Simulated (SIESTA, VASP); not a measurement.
This is a calculation of TePb3 for SIESTA 5.4.2. The cell comes from a database or a generator and needn't be the stable form of this composition.

TePb3.fdf

```
SystemName                      TePb3
SystemLabel                     TePb3
NumberOfSpecies                 2
NumberOfAtoms                   8
%block ChemicalSpeciesLabel
  1  82 Pb
  2  52 Te
%endblock ChemicalSpeciesLabel

LatticeConstant                 1.0 Ang
%block LatticeVectors
     7.0673074525     0.0000000000     0.0000000000
    -3.5336537263     6.1204677902     0.0000000000
     0.0000000000     0.0000000000     5.9632370000
%endblock LatticeVectors
AtomicCoordinatesFormat         Fractional
%block AtomicCoordinatesAndAtomicSpecies
     0.1674115050     0.3348230100     0.2500000000  1  Pb
     0.1674115050     0.8325884950     0.2500000000  1  Pb
     0.6651769900     0.8325884950     0.2500000000  1  Pb
     0.8325884950     0.6651769900     0.7500000000  1  Pb
     0.8325884950     0.1674115050     0.7500000000  1  Pb
     0.3348230100     0.1674115050     0.7500000000  1  Pb
     0.3333333333     0.6666666667     0.7500000000  2  Te
     0.6666666667     0.3333333333     0.2500000000  2  Te
%endblock AtomicCoordinatesAndAtomicSpecies

%block kgrid.MonkhorstPack
    5   0   0  0.0
    0   5   0  0.0
    0   0   5  0.0
%endblock kgrid.MonkhorstPack
XC.Functional                   GGA
XC.Authors                      PBE
PAO.BasisSize                   DZP
PAO.EnergyShift                 0.003 Ry
Mesh.Cutoff                     500 Ry
OccupationFunction              FD
ElectronicTemperature           0.05 eV
MaxSCFIterations                120
SCF.MustConverge                false
SCF.Mixer.Method                Pulay
SCF.Mixer.Weight                0.25
SCF.Mixer.History               8
SCF.DM.Tolerance                5.0e-05
SCF.H.Tolerance                 1.0e-03 eV
WriteForces                     true
Charge.Mulliken                 end
%block PAO.Basis
  Pb 4
  n=6 0 2
    6.167 0.000
  n=6 1 2
    8.915 0.000
  n=5 2 2
    4.155 0.000
  n=6 2 1
    8.915
  Te 4
  n=5 0 2
    5.635 0.000
  n=5 1 2
    7.297 0.000
  n=4 2 2
    3.260 0.000
  n=5 2 1
    7.297
%endblock PAO.Basis
```

Potentials or basis: PseudoDojo 0.4 standard (PBE files), converted to PSML, two zetas on semicore shells, DZP (energy shift 0.003 Ry; two zetas on semicore shells).

Launch:

```bash
$ siesta < TePb3.fdf > TePb3.out 2>&1
```

What does the same run look like in VASP 6.6.1? Potentials or basis there: PBE PAW files Pb_d, Te, 520 eV.

As run (cutoffs and basis follow the program's own potentials, and thresholds, step limits or extra output files can differ):

INCAR

```
ALGO = Normal ; EDIFF = 1E-7
ENCUT = 520 ; GGA = PE
ISIF = 2 ; ISMEAR = -1
LASPH = T ; LCHARG = F
LREAL = F ; LWAVE = F
NBANDS = 58 ; NELM = 80
PREC = Accurate ; SIGMA = 0.05
```

The input KPOINTS:

```
k-points
0
Gamma
  5 5 5
```

File POSCAR:

```
TePb3
1.0
    7.0673074525      0.0000000000      0.0000000000
   -3.5336537263      6.1204677902      0.0000000000
    0.0000000000      0.0000000000      5.9632370000
Pb Te
6 2
Direct
    0.1674115050      0.3348230100      0.2500000000
    0.1674115050      0.8325884950      0.2500000000
    0.6651769900      0.8325884950      0.2500000000
    0.8325884950      0.6651769900      0.7500000000
    0.8325884950      0.1674115050      0.7500000000
    0.3348230100      0.1674115050      0.7500000000
    0.3333333333      0.6666666667      0.7500000000
    0.6666666667      0.3333333333      0.2500000000
```

Potentials or basis: VASP PAW PBE potentials, release 64 (Pb_d, Te).

Run with:

```sh
$ cat potpaw_PBE.64/Pb_d/POTCAR potpaw_PBE.64/Te/POTCAR > POTCAR
$ mpirun -np 1 vasp_std > vasp.out
```

Both were run:

|  | SIESTA | VASP |
| --- | --- | --- |
| Pressure | -0.1 GPa | -0.7 GPa |

The potentials hold 116 and 96 valence electrons a cell.

Pressure is positive in compression.
